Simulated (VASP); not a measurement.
# LiCuOF (P4/mmm) in VASP: further runs

Runs on LiCuOF. Level: LDA. Tasks: single point, relaxation of cell and atoms.

All numbers are computed with VASP 6.6.1; they aren't measurements. Logs are shortened: lines on timing, memory, paths and dates and some standing lists are left out, and cuts for length are marked.

## 1. Starting point

The structure is tetragonal, space group P4/mmm (No. 123). Conventional cell: a = 2.694 Å, b = 2.694 Å, c = 4.211 Å, α = 90.00°, β = 90.00°, γ = 90.00°. Li (site symmetry 4/mmm) has 4 F at 1.91 Å and 2 O at 2.11 Å as nearest neighbours. Around Cu (site symmetry 4/mmm) lie 4 O at 1.91 Å and 2 F at 2.11 Å. Around O (site symmetry 4/mmm) lie 4 Cu at 1.91 Å and 2 Li at 2.11 Å. Around F (site symmetry 4/mmm) lie 4 Li at 1.91 Å and 2 Cu at 2.11 Å.

The cell comes from a database or a generator and needn't be the stable form of this composition.

## 2. Single point, LDA

Contents of INCAR:

```
PREC     = Accurate       # precision mode
ENCUT    = 520            # plane-wave cutoff, eV
EDIFF    = 1E-7           # SCF threshold, eV
ISMEAR   = -1             # smearing method
SIGMA    = 0.1            # smearing width, eV
LREAL    = False          # projectors in reciprocal space
LASPH    = True           # aspherical terms in the spheres
NELM     = 100            # most SCF steps
ALGO     = Fast           # electronic algorithm
ISIF     = 2              # what is computed and relaxed
LWAVE    = False          # write WAVECAR
LCHARG   = False          # write CHGCAR
NBANDS   = 22             # bands
```

Contents of KPOINTS:

```
regular mesh
0
Gamma
  8 8 4
```

Contents of POSCAR:

```
LiCuOF
1.0
    2.6941595255      0.0000000000      0.0000000000
    0.0000000000      2.6941595255      0.0000000000
    0.0000000000      0.0000000000      4.2110338195
Li Cu O F
1 1 1 1
Direct
    0.5000000000      0.5000000000      0.5000000000
    0.0000000000      0.0000000000      0.0000000000
    0.5000000000      0.5000000000      0.0000000000
    0.0000000000      0.0000000000      0.5000000000
```

Potentials or basis: VASP PAW LDA potentials, release 64 (Li_sv, Cu, O, F).

Started as:

```console
> cat potpaw_LDA.64/Li_sv/POTCAR potpaw_LDA.64/Cu/POTCAR potpaw_LDA.64/O/POTCAR potpaw_LDA.64/F/POTCAR > POTCAR
> mpirun -np 1 vasp_std > vasp.out
```

OUTCAR:

```text
PREC = Accurate
   ENCUT = 520
   EDIFF = 1E-7
   ISMEAR = -1
   LREAL = False
   LASPH = True
   NELM = 100
   ISIF = 2

 ion  position               nearest neighbor table
   1  0.500  0.500  0.500-   4 1.91   4 1.91   4 1.91   4 1.91   3 2.11   3 2.11
   2  0.000  0.000  0.000-   3 1.91   3 1.91   3 1.91   3 1.91   4 2.11   4 2.11
   3  0.500  0.500  0.000-   2 1.91   2 1.91   2 1.91   2 1.91   1 2.11   1 2.11
   4  0.000  0.000  0.500-   1 1.91   1 1.91   1 1.91   1 1.91   2 2.11   2 2.11

  LATTYP: Found a simple tetragonal cell.
 ALAT       =     2.6941595255
 C/A-ratio  =     1.5630231913

  Lattice vectors:

 A1 = (   2.6941595255,   0.0000000000,   0.0000000000)
 A2 = (   0.0000000000,   2.6941595255,   0.0000000000)
 A3 = (   0.0000000000,   0.0000000000,   4.2110338195)

Analysis of symmetry for initial positions (statically):
=====================================================================
 Subroutine PRICEL returns:
 Original cell was already a primitive cell.

 Routine SETGRP: Setting up the symmetry group for a
 simple tetragonal supercell.

 Subroutine GETGRP returns: Found 16 space group operations
 (whereof 16 operations were pure point group operations)
 out of a pool of 16 trial point group operations.

The static configuration has the point symmetry D_4h.

Analysis of symmetry for dynamics (positions and initial velocities):
=====================================================================
 Subroutine PRICEL returns:
 Original cell was already a primitive cell.

 Routine SETGRP: Setting up the symmetry group for a
 simple tetragonal supercell.

 Subroutine GETGRP returns: Found 16 space group operations
 (whereof 16 operations were pure point group operations)
 out of a pool of 16 trial point group operations.

The dynamic configuration has the point symmetry D_4h.

 Subroutine INISYM returns: Found 16 space group operations
 (whereof 16 operations are pure point group operations),
 and found     1 'primitive' translations

----------------------------------------------------------------------------------------

                                     Primitive cell

  volume of cell :      30.5658

  direct lattice vectors                    reciprocal lattice vectors
     2.694159525  0.000000000  0.000000000     0.371173270  0.000000000  0.000000000
     0.000000000  2.694159525  0.000000000     0.000000000  0.371173270  0.000000000
     0.000000000  0.000000000  4.211033819     0.000000000  0.000000000  0.237471377

  length of vectors
     2.694159525  2.694159525  4.211033819     0.371173270  0.371173270  0.237471377

  position of ions in fractional coordinates (direct lattice)
     0.500000000  0.500000000  0.500000000
     0.000000000  0.000000000  0.000000000
     0.500000000  0.500000000  0.000000000
     0.000000000  0.000000000  0.500000000

  ion indices of the primitive-cell ions
   primitive index   ion index
                 1           1
                 2           2
                 3           3
                 4           4

----------------------------------------------------------------------------------------

 KPOINTS: regular mesh

Automatic generation of k-mesh.
 Grid dimensions read from file:
 generate k-points for:    8    8    4

 Generating k-lattice:

  Cartesian coordinates                     Fractional coordinates (reciprocal lattice)
     0.046396659  0.000000000  0.000000000     0.125000000  0.000000000  0.000000000
     0.000000000  0.046396659  0.000000000     0.000000000  0.125000000  0.000000000
     0.000000000  0.000000000  0.059367844     0.000000000  0.000000000  0.250000000

  Length of vectors
     0.046396659  0.046396659  0.059367844

  Shift w.r.t. Gamma in fractional coordinates (k-lattice)
     0.000000000  0.000000000  0.000000000

 Subroutine IBZKPT returns following result:
 ===========================================

 Found     45 irreducible k-points:

 Following reciprocal coordinates:
            Coordinates               Weight
  0.000000  0.000000  0.000000      1.000000
  0.125000  0.000000  0.000000      4.000000
  0.250000  0.000000  0.000000      4.000000
  0.375000  0.000000  0.000000      4.000000
  0.500000  0.000000  0.000000      2.000000
  0.125000  0.125000  0.000000      4.000000
[... 16 lines left out ...]
  0.375000  0.125000  0.250000     16.000000
  0.500000  0.125000  0.250000      8.000000
 [... further k-points ...]
   k-points           NKPTS =     45   k-points in BZ     NKDIM =     45   number of bands    NBANDS=     22
   number of dos      NEDOS =    301   number of ions     NIONS =      4
   total plane-waves  NPLWV =  12800
   dimension x,y,z NGX =    20 NGY =   20 NGZ =   32
   dimension x,y,z NGXF=    40 NGYF=   40 NGZF=   64
   ions per type =               1   1   1   1
   NGX,Y,Z   is equivalent  to a cutoff of  12.34, 12.34, 12.63 a.u.
   NGXF,Y,Z  is equivalent  to a cutoff of  24.68, 24.68, 25.27 a.u.
 SYSTEM =  unknown system
   PREC   = accura    normal or accurate (medium, high low for compatibility)
   ISTART =      0    job   : 0-new  1-cont  2-samecut
   ICHARG =      2    charge: 1-file 2-atom 10-const
   ISPIN  =      1    spin polarized calculation?
   LNONCOLLINEAR =      F non collinear calculations
   LSORBIT =      F    spin-orbit coupling
   LASPH  =      T    aspherical Exc in radial PAW
   ENCUT  =  520.0 eV  38.22 Ry    6.18 a.u.   5.01  5.01  7.83*2*pi/ulx,y,z
   NELM   =    100;   NELMIN=  2; NELMDL= -5     # of ELM steps
   EDIFF  = 0.1E-06   stopping-criterion for ELM
   LREAL  =      F    real-space projection
   EDIFFG = 0.1E-05   stopping-criterion for IOM
   NSW    =      0    number of steps for IOM
   IBRION =     -1    ionic relax: 0-MD 1-quasi-New 2-CG
   NFREE  =      0    steps in history (QN), initial steepest desc. (CG)
   ISIF   =      2    stress and relaxation
   ISYM   =      2    0-nonsym 1-usesym 2-fastsym
   POTIM  = 0.5000    time-step for ionic-motion
   TEBEG  =    0.0;   TEEND  =   0.0 temperature during run
   PSTRESS=    0.0 pullay stress
   NELECT =      27.0000    total number of electrons
   NUPDOWN=      -1.0000    fix difference up-down
   EMIN   =  10.00;   EMAX   =-10.00  energy-range for DOS
   EFERMI =   0.00;   METHOD = LEGACY
   ISMEAR =    -1;   SIGMA  =   0.10  broadening in eV -4-tet -1-fermi 0-gaus
   EFERMI_NEDOS =   21; number of points for ismear=-14 and -15
   IALGO  =     68    algorithm
   IMIX   =      4    mixing-type and parameters
     AMIX     =   0.40;   BMIX     =  1.00
     AMIX_MAG =   1.60;   BMIX_MAG =  1.00
  volume/ion in A,a.u.               =       7.64        51.57
  Fermi-wavevector in a.u.,A,eV,Ry     =   1.570788  2.968359 33.570684  2.467376
  Thomas-Fermi vector in A             =   2.672469
   LORBIT       =      0    0 simple, 1 ext, 2 COOP (PROOUT), +10 PAW based schemes
   GGA     = CA    functional components
   LHFCALC =     F    Hartree Fock is set to
   AEXX    =    0.0000 exact exchange contribution
   IVDW    =     0    specifies the selected vdW correction
   LEPSILON=     F    determine dielectric tensor
   LRPA    =     F    only Hartree local field effects (RPA)
 non-spin polarized calculation
 RMM-DIIS sequential band-by-band and
  energy-cutoff  :      520.00
  volume of cell :       30.57
 maximum number of plane-waves:       848
   NGX = 11   NGY = 11   NGZ = 15

 number of electron      26.9999989 magnetization

 Free energy of the ion-electron system (eV)
  ---------------------------------------------------
  ext. energy  EPLUGINS =         0.00000000
  ---------------------------------------------------
  free energy    TOTEN  =       -21.42248994 eV

  energy without entropy =      -21.37164316  energy(sigma->0) =      -21.39706655

 E-fermi :   6.1185     XC(G=0): -12.6481

 val. band max:        6.1019557125   @ k =   0.5000   0.1250   0.5000
 cond. band min:       6.1501645682   @ k =   0.3750   0.0000   0.5000
 fundamental gap:      0.0482088557
 Fermi energy:         6.1184798266

 k-point     1 :       0.0000    0.0000    0.0000
  band No.  band energies     occupation
      1     -37.6490      2.00000
      2     -18.1665      2.00000
      3     -13.5434      2.00000
      4      -1.9384      2.00000
      5       0.8110      2.00000
      6       0.8110      2.00000
[... 14 lines left out ...]
     21      26.1582      0.00000
     22      26.2543      0.00000

 k-point     2 :       0.1250    0.0000    0.0000
  band No.  band energies     occupation
      1     -37.6417      2.00000
      2     -18.1386      2.00000
      3     -13.4096      2.00000
      4      -1.7954      2.00000
      5       0.4289      2.00000
      6       0.8239      2.00000
[... 14 lines left out ...]
     21      24.4044      0.00000
     22      25.8125      0.00000

 k-point     3 :       0.2500    0.0000    0.0000
  band No.  band energies     occupation
      1     -37.6239      2.00000
      2     -18.0709      2.00000
      3     -13.0610      2.00000
      4      -1.3892      2.00000
      5      -0.6328      2.00000
      6       0.2849      2.00000
[... 14 lines left out ...]
     21      23.2539      0.00000
     22      27.2471      0.00000
[... 476 lines left out ...]
 k-point    23 :       0.3750    0.1250    0.2500
  band No.  band energies     occupation
      1     -37.6002      2.00000
      2     -17.9258      2.00000
      3     -12.6389      2.00000
      4      -2.0070      2.00000
      5      -1.0266      2.00000
      6      -0.5160      2.00000
[... 14 lines left out ...]
     21      21.7625      0.00000
     22      23.2579      0.00000

 k-point    24 :       0.5000    0.1250    0.2500
  band No.  band energies     occupation
      1     -37.5932      2.00000
      2     -17.8955      2.00000
      3     -12.4654      2.00000
      4      -2.3714      2.00000
      5      -1.2570      2.00000
      6      -0.4103      2.00000
[... 14 lines left out ...]
     21      21.5618      0.00000
     22      23.1901      0.00000

 [... further k-points ...]

------------------------ aborting loop because EDIFF is reached ----------------------------------------

  FORCE on cell =-STRESS in cart. coord.  units (eV):
  Direction    XX          YY          ZZ          XY          YZ          ZX
  --------------------------------------------------------------------------------------
  -------------------------------------------------------------------------------------
  Total        3.9933471      3.9933471      3.8020725      0.0000000     -0.0000000      0.0000000
  in kB      209.3207581    209.3207581    199.2946448      0.0000000     -0.0000000      0.0000000
  external PRESSURE =     205.9787203 kB  Pullay stress =       0.0000000 kB

 VOLUME and BASIS-vectors are now :
 -----------------------------------------------------------------------------
  energy-cutoff  :      520.00
  volume of cell :       30.57
      direct lattice vectors                 reciprocal lattice vectors
     2.694159525  0.000000000  0.000000000     0.371173270  0.000000000  0.000000000
     0.000000000  2.694159525  0.000000000     0.000000000  0.371173270  0.000000000
     0.000000000  0.000000000  4.211033819     0.000000000  0.000000000  0.237471377

 POSITION                                       TOTAL-FORCE (eV/Angst)
 -----------------------------------------------------------------------------------
      1.34708      1.34708      2.10552         0.000000      0.000000      0.000000
      0.00000      0.00000      0.00000         0.000000      0.000000      0.000000
      1.34708      1.34708      0.00000         0.000000      0.000000      0.000000
      0.00000      0.00000      2.10552         0.000000      0.000000      0.000000
 -----------------------------------------------------------------------------------
    total drift:                                0.000000     -0.000000     -0.000000

  FREE ENERGIE OF THE ION-ELECTRON SYSTEM (eV)
  ---------------------------------------------------
  free  energy   TOTEN  =       -21.4224899433 eV

  energy  without entropy=      -21.3716431643  energy(sigma->0) =      -21.39706655
```

Wall time 29 s (1 thread of Intel Xeon Platinum 8259CL at 2.50GHz (Skylake/Cascade Lake), shared host); peak memory 0.15 GiB.

What came out:

```yaml
Free_energy: -21.4225 eV
Band_gap_on_the_k_mesh: none (metal or under the smearing width)
```

Levels at points of the mesh, in eV from the Fermi level:
| k point | band 11 | band 12 | band 13 | band 14 | band 15 | band 16 | band 17 | band 18 |
| --- | --- | --- | --- | --- | --- | --- | --- | --- |
| (0.00, 0.00, 0.00) | -2.68 | -2.22 | -2.22 | -2.09 | 3.77 | 10.60 | 11.06 | 13.40 |
| (0.50, 0.00, 0.00) | -2.10 | -1.36 | -0.68 | 1.80 | 8.18 | 8.95 | 9.76 | 11.65 |
| (0.50, 0.50, 0.00) | -2.94 | -1.97 | -1.84 | -1.41 | 6.98 | 11.85 | 11.85 | 12.15 |
| (0.00, 0.00, 0.50) | -2.68 | -2.00 | -2.00 | -0.91 | 5.72 | 7.95 | 12.43 | 14.27 |
| (0.50, 0.00, 0.50) | -1.90 | -0.59 | 0.10 | 1.80 | 5.69 | 7.00 | 11.43 | 13.54 |
| (0.50, 0.50, 0.50) | -2.49 | -1.84 | -1.42 | -1.06 | 8.66 | 11.47 | 11.47 | 12.19 |

Caveat: the k mesh is coarse (spacing up to 0.37 Å⁻¹), so the values aren't converged; the cutoff is under 1.25 times the usual one of these potentials, so pressure, stress and relaxed cells hold a basis-set (Pulay) error; an odd number of electrons without spin polarisation forces a metal; a magnetic or distorted state may lie lower; the run has no spin polarisation, though such a crystal can be magnetic; semilocal functionals often make such compounds metallic where correlation or magnetic order opens a gap, which also shifts bond lengths. With open d or f shells a metallic result of LDA can be an artefact of self-interaction; +U or a hybrid may open a gap.

(Continued in part 2 of 2.)
